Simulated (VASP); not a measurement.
Data:

AuZn is taken in the cubic space group Pm-3m (No. 221), the CsCl type structure, Pearson symbol cP2. Cell: a = b = c = 3.1538 Å, α = β = γ = 90.00°. Zn on 1b sees 8 Au at 2.731 Å and 6 Zn at 3.154 Å. Au on 1a sees 8 Zn at 2.731 Å and 6 Au at 3.154 Å. (Neighbours: up to the widest gap in distance over summed covalent radii, below 1.35, at either atom.)

Method: TPSS meta-GGA, VASP's PBE PAW potentials (set 64) (plane waves; VASP 6.6.1). Numerical set-up: 520 eV cut-off, 12×12×12 Γ-centred mesh, first-order Methfessel-Paxton smearing of 0.10 eV, potentials Zn Au.

Q: Give the energy at these volumes per atom, relative to the lowest: 14.66, 15.13, 15.60, 16.06, 16.53 Å³.

A: 32.1, 8.7, 0.0, 3.4, 16.8 meV/atom. A third-order Birch-Murnaghan fit gives B0 = 134 GPa and B0′ = 5.4.

Measured: bulk modulus 131 GPa (computed value off by +2.2 %), as given by Niraj K. Nepal et al., Physical Review B (2020), arXiv:2007.11150. The calculation is for a static lattice, while the measured bulk modulus holds thermal and zero-point effects, which are part of the difference.

The compound is AuZn in the CsCl type structure. It was relaxed first.
